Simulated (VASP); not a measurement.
Method: HSEsol screened hybrid, VASP's PBE PAW potentials (set 64) (plane waves; VASP).

A VASP calculation is set up with these files.

INCAR:
```
SYSTEM = KCl
PREC = Accurate
ENCUT = 520
EDIFF = 1E-6
NELM = 60
ALGO = Normal
LREAL = .FALSE.
LASPH = .TRUE.
ISMEAR = 0
SIGMA = 0.05
GGA = PS
HFSCREEN = 0.2
AEXX = 0.25
LHFCALC = .TRUE.
PRECFOCK = Fast
ISYM = 3
LWAVE = .FALSE.
LCHARG = .FALSE.
ISIF = 2
```

**KPOINTS**
```
Regular mesh
0
gamma
 6 6 6
0 0 0
```

File POSCAR:
```
KCl
1
    0.0000000000     3.1258799166     3.1258799166
    3.1258799166     0.0000000000     3.1258799166
    3.1258799166     3.1258799166     0.0000000000
K Cl
1 1
Direct
  0.0000000000   0.0000000000   0.0000000000
  0.5000000000   0.5000000000   0.5000000000
```

POTCAR, in this order: K_sv Cl (PBE.64 set). Program: vasp_std. Read from the step before: WAVECAR.

The run wrote:

OSZICAR:
```
       N       E                     dE             d eps       ncg     rms          rms(c)
DAV:   1    -0.805638184234E+01   -0.80564E+01   -0.14975E-01   384   0.450E+00    0.104E+00
DAV:   2    -0.805713129199E+01   -0.74945E-03   -0.79799E-03   588   0.862E-01    0.599E-01
DAV:   3    -0.805689714063E+01    0.23415E-03   -0.71675E-04   484   0.269E-01    0.315E-01
DAV:   4    -0.805687018511E+01    0.26956E-04   -0.20380E-04   652   0.127E-01    0.165E-01
DAV:   5    -0.805687207780E+01   -0.18927E-05   -0.31339E-05   692   0.499E-02    0.899E-02
DAV:   6    -0.805687412902E+01   -0.20512E-05   -0.51866E-06   580   0.204E-02    0.515E-02
DAV:   7    -0.805687521495E+01   -0.10859E-05   -0.88429E-07   368   0.955E-03    0.304E-02
DAV:   8    -0.805687572422E+01   -0.50926E-06   -0.43065E-07   296   0.620E-03
   1 F= -.80568757E+01 E0= -.80568757E+01  d E =-.492603E-19
```

File OUTCAR:
```
------------------------ aborting loop because EDIFF is reached ----------------------------------------
  FORCE on cell =-STRESS in cart. coord.  units (eV):
  Direction    XX          YY          ZZ          XY          YZ          ZX
  --------------------------------------------------------------------------------------
  Total       -0.0171534     -0.0171534     -0.0171534      0.0000000      0.0000000      0.0000000
  in kB       -0.4498971     -0.4498971     -0.4498971      0.0000000      0.0000000      0.0000000
  external PRESSURE =      -0.4498971 kB  Pullay stress =       0.0000000 kB
  volume of cell :       61.09
      direct lattice vectors                 reciprocal lattice vectors
     0.000000000  3.125879917  3.125879917    -0.159954961  0.159954961  0.159954961
     3.125879917  0.000000000  3.125879917     0.159954961 -0.159954961  0.159954961
     3.125879917  3.125879917  0.000000000     0.159954961  0.159954961 -0.159954961
  FREE ENERGIE OF THE ION-ELECTRON SYSTEM (eV)
  ---------------------------------------------------
  free  energy   TOTEN  =        -8.0568757242 eV

  energy  without entropy=       -8.0568757242  energy(sigma->0) =       -8.05687572

  exchange ACFDT corr.  =         0.00000000  see jH, gK, PRB 81, 115126
```
(Selected blocks of OUTCAR.)

The compound is KCl in the rock salt structure. This cell is one point of a volume scan, at 0.94 of the reference volume. The cell's shape comes from a PBE relaxation.
